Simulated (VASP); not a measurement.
The system is NbAl2N3.

```
Al Nb N
1.0
     3.15922    0.00000    0.00000
     0.00000    3.15922    0.00000
     0.00000    0.00000    7.01791
Al Nb N
2 1 3
Direct
  0.50000 0.00000 0.73987
  0.00000 0.50000 0.26013
  0.50000 0.50000 0.00000
  0.50000 0.00000 0.38354
  0.00000 0.50000 0.61646
  0.00000 0.00000 0.00000
```

The cell was built by a generator and needn't be a form met in nature.

```yaml
Program: VASP 6.6.1
Task: relaxation of cell and atoms
Functional: PBE
Potentials_or_basis: VASP PAW PBE potentials, release 64 (Al, Nb_sv, N)
Cutoff: 520 eV
k_mesh: 4 × 4 × 2
Occupations: gaussian, width 0.15 eV
Spin: no spin polarisation
```

At the start: pressure -6.5 GPa; volume 11.67 Å³/atom.

Question: Where does the relaxation end?

Answer: Over 14 steps the energy falls by 1495.8 meV/atom and the volume is 10.59 Å³/atom (-9.3 %); space group P-4m2 (No. 115, to 0.05 Å).

The path:
| step | energy change (eV) | largest force (eV/Å) | pressure (GPa) | volume (Å³) |
| --- | --- | --- | --- | --- |
| 1 | 0.0000 | 8.2260 | -6.50 | 70.04 |
| 2 | -6.9302 | 4.4132 | -9.15 | 65.08 |
| 3 | -8.7358 | 1.3004 | 6.83 | 61.78 |
| 4 | -8.7502 | 0.8523 | 10.20 | 61.33 |
| 5 | -8.6894 | 0.9010 | -15.02 | 67.67 |
| 6 | -8.9064 | 0.5236 | -3.08 | 64.13 |
| 7 | -8.9652 | 0.3073 | -0.81 | 63.39 |
| 8 | -8.9682 | 0.2129 | -0.17 | 63.19 |
| 9 | -8.9723 | 0.0444 | 1.11 | 63.07 |
| 10 | -8.9723 | 0.0342 | 1.14 | 63.07 |
| 11 | -8.9739 | 0.1145 | -0.14 | 63.62 |
| 12 | -8.9740 | 0.1013 | -0.18 | 63.56 |
| 13 | -8.9740 | 0.0885 | 0.04 | 63.48 |
| 14 | -8.9747 | 0.0469 | 0.19 | 63.56 |

Final structure:
```xyz
6
Lattice="2.8950 0.0000 0.0000 0.0000 2.8950 0.0000 0.0000 0.0000 7.5837" Properties=species:S:1:pos:R:3 pbc="T T T"
Al    1.4475    0.0000    4.7994
Al    0.0000    1.4475    2.7843
Nb    1.4475    1.4475    0.0000
N     1.4475    0.0000    2.7537
N     0.0000    1.4475    4.8300
N     0.0000    0.0000    0.0000
```

Caveat: the k mesh is coarse (spacing up to 0.50 Å⁻¹), so the values aren't converged.
